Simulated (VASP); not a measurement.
# Al3InN4 (P6_3mc) in VASP: density of states with PBE

Aim: the density of states of Al3InN4 with PBE.

All numbers are computed with VASP 6.6.1; they aren't measurements. Logs are shortened: lines on timing, memory, paths and dates and some standing lists are left out, and cuts for length are marked.

## Step 1: Starting point

Symmetry: P6_3mc, No. 186, hexagonal system. The conventional cell has a = 6.463 Å, b = 6.463 Å, c = 5.229 Å, α = 90.00°, β = 90.00°, γ = 120.00°. Al (site symmetry m) has 4 N at 1.90 to 1.96 Å as nearest neighbours. In (site symmetry 3m) is surrounded by 4 N at 2.14 to 2.20 Å. N (site symmetry m) is surrounded by 3 Al at 1.90 to 1.91 Å and 1 In at 2.14 Å. N (site symmetry 3m) is surrounded by 3 Al at 1.96 Å and 1 In at 2.20 Å.

The cell was built by a generator and needn't be a form met in nature.

## Step 2: Density of states, PBE

POSCAR

```
Al3InN4
1.0
    6.4632870000      0.0000000000      0.0000000000
   -3.2316440000      5.5973710000      0.0000000000
    0.0000000000      0.0000000000      5.2290200000
Al In N
6 2 8
Direct
    0.1623900000      0.3247800000      0.0002660000
    0.1623900000      0.8376100000      0.0002660000
    0.6752200000      0.8376100000      0.0002660000
    0.3247800000      0.1623900000      0.5002660000
    0.8376100000      0.1623900000      0.5002660000
    0.8376100000      0.6752200000      0.5002660000
    0.3333330000      0.6666670000      0.4992680000
    0.6666670000      0.3333330000      0.9992680000
    0.1531310000      0.3062620000      0.3650890000
    0.1531310000      0.8468690000      0.3650890000
    0.6937380000      0.8468690000      0.3650890000
    0.3333330000      0.6666670000      0.9194800000
    0.3062620000      0.1531310000      0.8650890000
    0.8468690000      0.1531310000      0.8650890000
    0.8468690000      0.6937380000      0.8650890000
    0.6666670000      0.3333330000      0.4194800000
```

INCAR.step1

```
SYSTEM = Al3InN4
PREC = Accurate ; ENCUT = 520
EDIFF = 1E-7 ; ISMEAR = 0
SIGMA = 0.03 ; LREAL = .FALSE.
LASPH = .TRUE. ; NELM = 100
ALGO = Fast ; ISIF = 2
LWAVE = .FALSE. ; LCHARG = .TRUE.
GGA = PE ; KPAR = 8
```

KPOINTS.step1

```
regular mesh
0
G
  6 6 6
  0 0 0
```

INCAR.step2

```
SYSTEM = Al3InN4
PREC = Accurate ; ENCUT = 520
EDIFF = 1E-7 ; ISMEAR = -5
SIGMA = 0.03 ; LREAL = .FALSE.
LASPH = .TRUE. ; NELM = 100
ALGO = Fast ; ISIF = 2
LWAVE = .FALSE. ; LCHARG = .FALSE.
GGA = PE ; LORBIT = 10
KPAR = 8 ; NEDOS = 1001
ICHARG = 11
```

KPOINTS.step2

```
regular mesh
0
G
  9 9 9
  0 0 0
```

Potentials or basis: VASP PAW PBE potentials, release 64 (Al, In_d, N).

Launch:

```console
$ cat potpaw_PBE.64/Al/POTCAR potpaw_PBE.64/In_d/POTCAR potpaw_PBE.64/N/POTCAR > POTCAR
$ cp INCAR.step1 INCAR
$ cp KPOINTS.step1 KPOINTS
$ mpirun -np 8 vasp_std > vasp.out
$ cp INCAR.step2 INCAR
$ cp KPOINTS.step2 KPOINTS
$ mpirun -np 8 vasp_std > vasp.out
```

OUTCAR:

```text
SYSTEM = Al3InN4
   PREC = Accurate
   ENCUT = 520
   EDIFF = 1E-7
   ISMEAR = -5
   LREAL = .FALSE.
   LASPH = .TRUE.
   NELM = 100
   ISIF = 2
   GGA = PE
   LORBIT = 10
   ICHARG = 11

 ion  position               nearest neighbor table
   1  0.162  0.325  0.000-  14 1.90  13 1.90   9 1.91  12 1.96   3 3.15   2 3.15   5 3.18   5 3.18
                             4 3.18   4 3.18   8 3.23   8 3.23   7 3.24   7 3.24   3 3.31   2 3.31
   2  0.162  0.838  0.000-  15 1.90  13 1.90  10 1.91  12 1.96   3 3.15   1 3.15   6 3.18   6 3.18
                             4 3.18   4 3.18   8 3.23   8 3.23   7 3.24   7 3.24   3 3.31   1 3.31
   3  0.675  0.838  0.000-  14 1.90  15 1.90  11 1.91  12 1.96   1 3.15   2 3.15   5 3.18   5 3.18
                             6 3.18   6 3.18   8 3.23   8 3.23   7 3.24   7 3.24   1 3.31   2 3.31
   4  0.325  0.162  0.500-  10 1.90   9 1.90  13 1.91  16 1.96   6 3.15   5 3.15   2 3.18   2 3.18
                             1 3.18   1 3.18   7 3.23   7 3.23   8 3.24   8 3.24   6 3.31   5 3.31
   5  0.838  0.162  0.500-   9 1.90  11 1.90  14 1.91  16 1.96   4 3.15   6 3.15   1 3.18   1 3.18
                             3 3.18   3 3.18   7 3.23   7 3.23   8 3.24   8 3.24   4 3.31   6 3.31
   6  0.838  0.675  0.500-  10 1.90  11 1.90  15 1.91  16 1.96   4 3.15   5 3.15   2 3.18   2 3.18
                             3 3.18   3 3.18   7 3.23   7 3.23   8 3.24   8 3.24   4 3.31   5 3.31
   7  0.333  0.667  0.499-  10 2.14  11 2.14   9 2.14  12 2.20   6 3.23   4 3.23   5 3.23   5 3.23
                             6 3.23   4 3.23   2 3.24   3 3.24   1 3.24   2 3.24   3 3.24   1 3.24
   8  0.667  0.333  0.999-  14 2.14  13 2.14  15 2.14  16 2.20   1 3.23   3 3.23   2 3.23   2 3.23
                             1 3.23   3 3.23   5 3.24   4 3.24   6 3.24   5 3.24   4 3.24   6 3.24
   9  0.153  0.306  0.365-   5 1.90   4 1.90   1 1.91   7 2.14
  10  0.153  0.847  0.365-   6 1.90   4 1.90   2 1.91   7 2.14
  11  0.694  0.847  0.365-   5 1.90   6 1.90   3 1.91   7 2.14
  12  0.333  0.667  0.919-   2 1.96   3 1.96   1 1.96   7 2.20
  13  0.306  0.153  0.865-   2 1.90   1 1.90   4 1.91   8 2.14
  14  0.847  0.153  0.865-   1 1.90   3 1.90   5 1.91   8 2.14
  15  0.847  0.694  0.865-   2 1.90   3 1.90   6 1.91   8 2.14
  16  0.667  0.333  0.419-   5 1.96   4 1.96   6 1.96   8 2.20

  LATTYP: Found a hexagonal cell.
 ALAT       =     6.4632870000
 C/A-ratio  =     0.8090341648

  Lattice vectors:

 A1 = (   6.4632870000,   0.0000000000,   0.0000000000)
 A2 = (  -3.2316440000,   5.5973710000,   0.0000000000)
 A3 = (   0.0000000000,   0.0000000000,   5.2290200000)

Analysis of symmetry for initial positions (statically):
=====================================================================
 Subroutine PRICEL returns:
 Original cell was already a primitive cell.

 Routine SETGRP: Setting up the symmetry group for a
 hexagonal supercell.

 Subroutine GETGRP returns: Found 12 space group operations
 (whereof  6 operations were pure point group operations)
 out of a pool of 24 trial point group operations.

The static configuration has the point symmetry C_3v.
 The point group associated with its full space group is C_6v.

Analysis of symmetry for dynamics (positions and initial velocities):
=====================================================================
 Subroutine PRICEL returns:
 Original cell was already a primitive cell.

 Routine SETGRP: Setting up the symmetry group for a
 hexagonal supercell.

 Subroutine GETGRP returns: Found 12 space group operations
 (whereof  6 operations were pure point group operations)
 out of a pool of 24 trial point group operations.

The dynamic configuration has the point symmetry C_3v.
 The point group associated with its full space group is C_6v.

 Subroutine INISYM returns: Found 12 space group operations
 (whereof  6 operations are pure point group operations),
 and found     1 'primitive' translations

----------------------------------------------------------------------------------------

                                     Primitive cell

  volume of cell :     189.1724

  direct lattice vectors                    reciprocal lattice vectors
     6.463287000  0.000000000  0.000000000     0.154720036  0.089327664  0.000000000
    -3.231644000  5.597371000  0.000000000     0.000000000  0.178655301  0.000000000
     0.000000000  0.000000000  5.229020000     0.000000000  0.000000000  0.191240424

  length of vectors
     6.463287000  6.463287480  5.229020000     0.178655314  0.178655301  0.191240424

  position of ions in fractional coordinates (direct lattice)
     0.162390000  0.324780000  0.000266000
     0.162390000  0.837610000  0.000266000
     0.675220000  0.837610000  0.000266000
     0.324780000  0.162390000  0.500266000
     0.837610000  0.162390000  0.500266000
     0.837610000  0.675220000  0.500266000
[... 8 lines left out ...]
     0.846869000  0.693738000  0.865089000
     0.666667000  0.333333000  0.419480000

  ion indices of the primitive-cell ions
   primitive index   ion index
                 1           1
                 2           2
                 3           3
                 4           4
                 5           5
                 6           6
[... 8 lines left out ...]
                15          15
                16          16

----------------------------------------------------------------------------------------

 KPOINTS: regular mesh

Automatic generation of k-mesh.
 Grid dimensions read from file:
 generate k-points for:    9    9    9

 Generating k-lattice:

  Cartesian coordinates                     Fractional coordinates (reciprocal lattice)
     0.017191115  0.009925296  0.000000000     0.111111111  0.000000000  0.000000000
     0.000000000  0.019850589  0.000000000     0.000000000  0.111111111  0.000000000
     0.000000000  0.000000000  0.021248936     0.000000000  0.000000000  0.111111111

  Length of vectors
     0.019850590  0.019850589  0.021248936

  Shift w.r.t. Gamma in fractional coordinates (k-lattice)
     0.000000000  0.000000000  0.000000000

 TETIRR: Found    699 inequivalent tetrahedra from     4374

 Subroutine IBZKPT returns following result:
 ===========================================

 Found     60 irreducible k-points:

 Following reciprocal coordinates:
            Coordinates               Weight
  0.000000  0.000000  0.000000      1.000000
  0.111111  0.000000  0.000000      6.000000
  0.222222  0.000000  0.000000      6.000000
  0.333333  0.000000  0.000000      6.000000
  0.444444  0.000000  0.000000      6.000000
  0.111111  0.111111  0.000000      6.000000
[... 16 lines left out ...]
  0.333333  0.222222  0.111111     24.000000
  0.333333  0.333333  0.111111      4.000000
 [... further k-points ...]
   k-points           NKPTS =     60   k-points in BZ     NKDIM =     60   number of bands    NBANDS=     51
   number of dos      NEDOS =   1001   number of ions     NIONS =     16
   total plane-waves  NPLWV =  92160
   dimension x,y,z NGX =    48 NGY =   48 NGZ =   40
   dimension x,y,z NGXF=    96 NGYF=   96 NGZF=   80
   ions per type =               6   2   8
   NGX,Y,Z   is equivalent  to a cutoff of  12.35, 12.35, 12.72 a.u.
   NGXF,Y,Z  is equivalent  to a cutoff of  24.69, 24.69, 25.43 a.u.
 SYSTEM =  Al3InN4
   PREC   = accura    normal or accurate (medium, high low for compatibility)
   ISTART =      0    job   : 0-new  1-cont  2-samecut
   ICHARG =     11    charge: 1-file 2-atom 10-const
   ISPIN  =      1    spin polarized calculation?
   LNONCOLLINEAR =      F non collinear calculations
   LSORBIT =      F    spin-orbit coupling
   LASPH  =      T    aspherical Exc in radial PAW
   ENCUT  =  520.0 eV  38.22 Ry    6.18 a.u.  12.02 12.02  9.72*2*pi/ulx,y,z
   NELM   =    100;   NELMIN=  2; NELMDL=  0     # of ELM steps
   EDIFF  = 0.1E-06   stopping-criterion for ELM
   LREAL  =      F    real-space projection
   EDIFFG = 0.1E-05   stopping-criterion for IOM
   NSW    =      0    number of steps for IOM
   IBRION =     -1    ionic relax: 0-MD 1-quasi-New 2-CG
   NFREE  =      0    steps in history (QN), initial steepest desc. (CG)
   ISIF   =      2    stress and relaxation
   ISYM   =      2    0-nonsym 1-usesym 2-fastsym
   POTIM  = 0.5000    time-step for ionic-motion
   TEBEG  =    0.0;   TEEND  =   0.0 temperature during run
   PSTRESS=    0.0 pullay stress
   NELECT =      84.0000    total number of electrons
   NUPDOWN=      -1.0000    fix difference up-down
   EMIN   =  10.00;   EMAX   =-10.00  energy-range for DOS
   EFERMI =   0.00;   METHOD = LEGACY
   ISMEAR =    -5;   SIGMA  =   0.03  broadening in eV -4-tet -1-fermi 0-gaus
   EFERMI_NEDOS =   21; number of points for ismear=-14 and -15
   IALGO  =     68    algorithm
   IMIX   =      4    mixing-type and parameters
     AMIX     =   0.40;   BMIX     =  1.00
     AMIX_MAG =   1.60;   BMIX_MAG =  1.00
  volume/ion in A,a.u.               =      11.82        79.79
  Fermi-wavevector in a.u.,A,eV,Ry     =   1.248960  2.360193 21.223754  1.559902
  Thomas-Fermi vector in A             =   2.383023
   LORBIT       =     10    0 simple, 1 ext, 2 COOP (PROOUT), +10 PAW based schemes
   GGA     = PE    functional components
   LHFCALC =     F    Hartree Fock is set to
   AEXX    =    0.0000 exact exchange contribution
   IVDW    =     0    specifies the selected vdW correction
   LEPSILON=     F    determine dielectric tensor
   LRPA    =     F    only Hartree local field effects (RPA)
 non-spin polarized calculation
 RMM-DIIS sequential band-by-band and
 Fermi weights with tetrahedron method with Bloechl corrections
  energy-cutoff  :      520.00
  volume of cell :      189.17
 maximum number of plane-waves:      5136

 number of electron      83.9999992 magnetization

 Free energy of the ion-electron system (eV)
  ---------------------------------------------------
  ext. energy  EPLUGINS =         0.00000000
  ---------------------------------------------------
  free energy    TOTEN  =      -110.10278147 eV

  energy without entropy =     -110.10278147  energy(sigma->0) =     -110.10278147

 E-fermi :   6.0523     XC(G=0): -10.8334

 val. band max:        6.0518885698   @ k =   0.0000   0.0000   0.0000
 cond. band min:       8.5797426921   @ k =   0.0000   0.0000   0.0000
 fundamental gap:      2.5278541224
 Fermi energy:         6.0523411890

 k-point     1 :       0.0000    0.0000    0.0000
  band No.  band energies     occupation
      1      -8.7424      2.00000
      2      -7.8450      2.00000
      3      -7.8450      2.00000
      4      -7.7749      2.00000
      5      -7.4933      2.00000
      6      -7.4695      2.00000
[... 43 lines left out ...]
     50      11.8075      0.00000
     51      12.7157      0.00000

 k-point     2 :       0.1111    0.0000    0.0000
  band No.  band energies     occupation
      1      -8.7159      2.00000
      2      -7.8564      2.00000
      3      -7.8400      2.00000
      4      -7.7674      2.00000
      5      -7.4920      2.00000
      6      -7.4790      2.00000
[... 1180 lines left out ...]
 k-point    24 :       0.3333    0.3333    0.1111
  band No.  band energies     occupation
      1      -8.3920      2.00000
      2      -7.8720      2.00000
      3      -7.8719      2.00000
      4      -7.6177      2.00000
      5      -7.5758      2.00000
      6      -7.5758      2.00000
[... 43 lines left out ...]
     50      13.4808      0.00000
     51      14.2780      0.00000

 [... further k-points ...]
[... 5 lines left out ...]
  --------------------------------------------------------------------------------------
  -------------------------------------------------------------------------------------
  Total        0.0178293      0.0178293      0.0110002     -0.0000000     -0.0000000      0.0000000
  in kB        0.1510036      0.1510036      0.0931648     -0.0000000     -0.0000000      0.0000000
  external PRESSURE =       0.1317240 kB  Pullay stress =       0.0000000 kB

 VOLUME and BASIS-vectors are now :
 -----------------------------------------------------------------------------
  energy-cutoff  :      520.00
  volume of cell :      189.17
      direct lattice vectors                 reciprocal lattice vectors
     6.463287000  0.000000000  0.000000000     0.154720036  0.089327664  0.000000000
    -3.231644000  5.597371000  0.000000000     0.000000000  0.178655301  0.000000000
     0.000000000  0.000000000  5.229020000     0.000000000  0.000000000  0.191240424

 POSITION                                       TOTAL-FORCE (eV/Angst)
 -----------------------------------------------------------------------------------
     -0.00000      1.81791      0.00139         0.000000     -0.001593     -0.001336
     -1.65728      4.68841      0.00139        -0.001380      0.000797     -0.001336
      1.65728      4.68841      0.00139         0.001380      0.000797     -0.001336
      1.57436      0.90896      2.61590        -0.001380     -0.000797     -0.001336
      4.88893      0.90896      2.61590         0.001380     -0.000797     -0.001336
      3.23164      3.77946      2.61590        -0.000000      0.001593     -0.001336
[... 8 lines left out ...]
      3.23164      3.88311      4.52357         0.000000     -0.002539     -0.000385
      3.23165      1.86579      2.19347        -0.000000      0.000000      0.003312
 -----------------------------------------------------------------------------------
    total drift:                                0.001891     -0.001093      0.003105

  FREE ENERGIE OF THE ION-ELECTRON SYSTEM (eV)
  ---------------------------------------------------
  free  energy   TOTEN  =      -110.1027814691 eV

  energy  without entropy=     -110.1027814691  energy(sigma->0) =     -110.10278147

 total charge

# of ion       s       p       d       tot
------------------------------------------
    1        0.363   0.416   0.000   0.779
    2        0.363   0.416   0.000   0.779
    3        0.363   0.416   0.000   0.779
    4        0.363   0.416   0.000   0.779
    5        0.363   0.416   0.000   0.779
    6        0.363   0.416   0.000   0.779
[... 8 lines left out ...]
   15        1.228   2.574   0.000   3.802
   16        1.226   2.517   0.000   3.743
--------------------------------------------------
tot         13.518  24.622  20.016  58.155
```

Wall time 3.8 min (8 MPI ranks of Intel Xeon Platinum 8488C (Sapphire Rapids), shared host); peak memory 0.58 GiB.

Results:

```
Valence electrons inside the program's atomic spheres : Al 0.78; In 11.59; N 3.80, 3.74
```

States per cell in windows of 1 eV (zero at the valence-band top; states under -8 eV left out):
```csv
from (eV),total,N12_p,N16_p,N9_p,N10_p,N11_p,N13_p
-8.0,0.00,0.00,0.00,0.00,0.00,0.00,0.00
-7.0,0.00,0.00,0.00,0.00,0.00,0.00,0.00
-6.0,2.88,0.09,0.09,0.10,0.10,0.10,0.10
-5.0,8.55,0.31,0.31,0.33,0.33,0.33,0.33
-4.0,5.59,0.22,0.22,0.25,0.25,0.25,0.25
-3.0,7.99,0.44,0.44,0.40,0.40,0.40,0.40
-2.0,12.56,0.79,0.79,0.75,0.75,0.75,0.75
-1.0,10.27,0.64,0.64,0.71,0.71,0.71,0.71
0.0,0.00,0.00,0.00,0.00,0.00,0.00,0.00
1.0,0.00,0.00,0.00,0.00,0.00,0.00,0.00
2.0,0.03,0.00,0.00,0.00,0.00,0.00,0.00
3.0,0.41,0.01,0.01,0.01,0.01,0.01,0.01
4.0,3.96,0.13,0.13,0.11,0.11,0.11,0.11
5.0,6.13,0.11,0.11,0.09,0.09,0.09,0.09
6.0,4.24,0.10,0.10,0.07,0.07,0.07,0.07
7.0,3.17,0.07,0.07,0.06,0.06,0.06,0.06
```
